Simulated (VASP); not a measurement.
A run of VASP 6.6.1 is set up as follows.

INCAR

```
PREC = Accurate ; ENCUT = 600
EDIFF = 1E-7 ; ISMEAR = -1
SIGMA = 0.05 ; LREAL = F
LASPH = T ; NELM = 100
ALGO = Fast ; ISIF = 3
LWAVE = F ; LCHARG = F
GGA = PS ; IBRION = 2
NSW = 60 ; EDIFFG = -0.02
PSTRESS = 20
```

Contents of KPOINTS:

```
regular mesh
0
Gamma
  5 5 5
```

Contents of POSCAR:

```
SrB3Pt
1.0
    4.5405600000      0.0000000000      0.0000000000
    0.0000000000      4.5405600000      0.0000000000
    0.0000000000      0.0000000000      4.5405600000
Sr B Pt
1 3 1
Direct
    0.0000000000      0.0000000000      0.0000000000
    0.5000000000      0.0000000000      0.0000000000
    0.0000000000      0.5000000000      0.0000000000
    0.0000000000      0.0000000000      0.5000000000
    0.5000000000      0.5000000000      0.5000000000
```

Potentials or basis: VASP PAW PBE potentials, release 64 (Sr_sv, B, Pt).

Command:

```console
$ cat potpaw_PBE.64/Sr_sv/POTCAR potpaw_PBE.64/B/POTCAR potpaw_PBE.64/Pt/POTCAR > POTCAR
$ mpirun -np 1 vasp_std > vasp.out
```

Question: Predict the relaxed cell.

Answer: a = 4.250 Å, b = 4.250 Å, c = 4.250 Å, α = 90.00°, β = 90.00°, γ = 90.00°.

Question: Estimate the band gap on the k mesh.

Answer: None (metal or under the smearing width).

Question: Predict the relaxed volume.

Answer: 15.35 Å³/atom.

Question: Predict the space group after relaxing (to 0.05 Å).

Answer: Pm-3m (No. 221).

Final structure:
```
Sr B Pt
1.0
     4.25008    0.00000    0.00000
     0.00000    4.25008    0.00000
     0.00000    0.00000    4.25008
Sr B Pt
1 3 1
Cartesian
  0.0000 0.0000 0.0000
  2.1250 0.0000 0.0000
  0.0000 2.1250 0.0000
  0.0000 0.0000 2.1250
  2.1250 2.1250 2.1250
```

Caveat: the cell is relaxed towards a set pressure, so the enthalpy falls and the energy may rise; the volume moved by over 15 % at a fixed basis, so the end points are rough; the PAW data sets were made with another functional, which shifts forces and pressure a little. The run has no spin-orbit coupling, so splittings on Pt are missing.
